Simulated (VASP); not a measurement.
Calculation: LDA (Ceperley-Alder, Perdew-Zunger), VASP's LDA PAW potentials (set 64) (plane waves; VASP 6.6.1).

A VASP calculation is set up with these files.

### INCAR
```
LMAXMIX  =  4   # l cut-off of mixed one-centre charges
SIGMA  =  0.01   # width (eV)
EDIFF  =  1E-6
ENCUT  =  300
PREC  =  Accurate
ALGO  =  Normal
NELM  =  100   # most electronic steps
LREAL  =  .FALSE.   # projection in real space or not
LASPH  =  .TRUE.   # aspherical one-centre terms
ISMEAR  =  0   # Gaussian
ISIF  =  2   # forces and stress, cell fixed
SYSTEM  =  InCl
LCHARG  =  .FALSE.
LWAVE  =  .FALSE.
```

**POSCAR**
```
InCl
1
    2.2057200000    -6.2199400000     0.0000000000
    2.2057200000     6.2199400000     0.0000000000
    0.0000000000     0.0000000000     4.5441500000
In Cl
2 2
Direct
  0.3863800000   0.6136200000   0.2501000000
  0.6136200000   0.3863800000   0.7501000000
  0.1555400000   0.8444600000   0.2659000000
  0.8444600000   0.1555400000   0.7659000000
```

File KPOINTS:
```
Automatic mesh
0
Gamma
6 6 5
0 0 0
```

POTCAR, in this order: In_d Cl (LDA.64 set). Program: vasp_std.

At this cut-off the stress carries a Pulay error, which pulls relaxed volumes low.

### Question
Predict the energy per atom (σ→0), pressure, largest force.

### Answer

energy per atom (σ→0): -3.446 eV/atom
pressure: -3.79 GPa
largest force: 0.188 eV/Å

### OSZICAR
```
...
DAV:   7    -0.137891583218E+02    0.30503E-01   -0.31425E-01  2344   0.318E+00    0.146E+00
DAV:   8    -0.137838396145E+02    0.53187E-02   -0.26988E-02  2752   0.136E+00    0.661E-01
DAV:   9    -0.137823410761E+02    0.14985E-02   -0.42471E-03  2504   0.614E-01    0.163E-01
DAV:  10    -0.137824310072E+02   -0.89931E-04   -0.80014E-04  2896   0.156E-01    0.193E-01
DAV:  11    -0.137824537148E+02   -0.22708E-04   -0.40805E-05  2288   0.631E-02    0.514E-02
DAV:  12    -0.137824540934E+02   -0.37858E-06   -0.27291E-05  2696   0.446E-02    0.102E-02
DAV:  13    -0.137824543469E+02   -0.25348E-06   -0.40211E-06  2056   0.156E-02
   1 F= -.13782454E+02 E0= -.13782454E+02  d E =-.220903E-42
```

The structure comes from a computed database's InCl entry (Cmc2_1); how it stands against other phases isn't given here. The cell was not relaxed at this level. The run is one of a series of settings (GGA removed, POTCAR In_d Cl (LDA.64 set) against the base run), some of them coarse on purpose.
